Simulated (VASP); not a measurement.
OSZICAR of a VASP run on ZrC (rock salt):

OSZICAR:
```
       N       E                     dE             d eps       ncg     rms          rms(c)
DAV:   1     0.126167118753E+03    0.12617E+03   -0.85672E+03  3456   0.134E+03
DAV:   2    -0.136680069920E+02   -0.13984E+03   -0.13278E+03  4200   0.365E+02
DAV:   3    -0.226911620653E+02   -0.90232E+01   -0.89146E+01  6128   0.770E+01
DAV:   4    -0.230288295753E+02   -0.33767E+00   -0.33739E+00  4280   0.129E+01
DAV:   5    -0.230381960076E+02   -0.93664E-02   -0.93657E-02  5368   0.175E+00    0.189E+01
DAV:   6    -0.196328578142E+02    0.34053E+01   -0.17463E+01  3848   0.283E+01    0.692E+00
DAV:   7    -0.194986514546E+02    0.13421E+00   -0.12184E+00  4904   0.760E+00    0.512E+00
DAV:   8    -0.194852011439E+02    0.13450E-01   -0.15431E-01  3800   0.344E+00    0.562E-01
DAV:   9    -0.194823926364E+02    0.28085E-02   -0.22133E-02  5120   0.852E-01    0.354E-01
DAV:  10    -0.194827473837E+02   -0.35475E-03   -0.17154E-03  3960   0.474E-01    0.176E-01
DAV:  11    -0.194827393538E+02    0.80299E-05   -0.17287E-04  4800   0.122E-01    0.420E-02
DAV:  12    -0.194827366927E+02    0.26612E-05   -0.18120E-05  4000   0.404E-02    0.145E-02
DAV:  13    -0.194827347906E+02    0.19021E-05   -0.20223E-06  4360   0.137E-02    0.122E-03
DAV:  14    -0.194827347927E+02   -0.21405E-08   -0.69194E-08  2008   0.264E-03
   1 F= -.19482735E+02 E0= -.19482673E+02  d E =-.184844E-03  mag=    -0.0000     0.0000     0.0000
```

**Question.** Which electronic solver shows in the log?

**Answer.** It is blocked Davidson (ALGO = Normal, or the opening steps of other solvers). The INCAR had ALGO = Normal.

**Question.** How was spin treated?

**Answer.** With non-collinear spinors: mag has three components.

**Question.** Can the final energy be trusted as converged?

**Answer.** The run converged. It stopped with EDIFF = 1E-6, NELM = 100 (PBE GGA with spin-orbit coupling, plane waves, VASP's PBE PAW potentials (set 64)).

The compound is ZrC in the rock salt structure. The cell was not relaxed at this level. The run is one of a series of settings (GGA_COMPAT = .FALSE., LSORBIT = .TRUE., MAGMOM = 0 0 0 0 0 0, program vasp_ncl against the base run), some of them coarse on purpose.
